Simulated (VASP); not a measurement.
The system is Mo.

```
Mo
1.0
    -1.56500    1.56500    1.56500
     1.56500   -1.56500    1.56500
     1.56500    1.56500   -1.56500
Mo
1
Direct
  0.00000 0.00000 0.00000
```

The cell was built by a generator and needn't be a form met in nature.

* Program: VASP 6.6.1
* Task: relaxation of cell and atoms
* Functional: r2SCAN
* Dispersion: rVV10
* Potentials or basis: VASP PAW PBE potentials, release 64 (Mo_sv)
* Cutoff: 600 eV
* k mesh: 18 × 18 × 18
* Occupations: methfessel-paxton, width 0.1 eV
* Spin: no spin polarisation

At the start: pressure 5.0 GPa; volume 15.33 Å³/atom.

Problem. Where does the relaxation end?

Solution. Over 4 steps the energy falls by 4.2 meV/atom and the volume is 15.60 Å³/atom (+1.8 %); space group Im-3m (No. 229, to 0.05 Å).

Step by step:
```
step  energy change (eV)  largest force (eV/Å)  pressure (GPa)  volume (Å³)
   1              0.0000                0.0000            5.00        15.33
   2              0.0292                0.0000          -12.60        16.42
   3             -0.0042                0.0000           -0.09        15.61
   4             -0.0042                0.0000            0.00        15.60
```

Final structure:
```yaml
crystal:
  lattice:
    - [-1.57422, 1.57422, 1.57422]
    - [1.57422, -1.57422, 1.57422]
    - [1.57422, 1.57422, -1.57422]
  atoms:
    - { symbol: Mo, position: [0.00000, 0.00000, 0.00000] }
```

Caveat: the PAW data sets were made with another functional, which shifts forces and pressure a little.
